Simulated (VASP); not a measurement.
Shape and ions are relaxed at each volume.

Energy against volume of Se (trig). Calculation: optB88-vdW, VASP's PBE PAW potentials (set 64) (plane waves; VASP).

```csv
V (Å³/atom),E (eV/atom)
24.739,-1.85787
25.528,-1.86330
26.318,-1.86498
27.107,-1.86378
27.897,-1.86039
```

### Question
Fit a third-order Birch-Murnaghan equation of state.

### Answer

* **volume per atom**: 26.35 Å³/atom
* **bulk modulus**: 19.2 GPa
* **pressure derivative of the bulk modulus**: 7.96

The compound is Se in the trig structure. It was relaxed first.
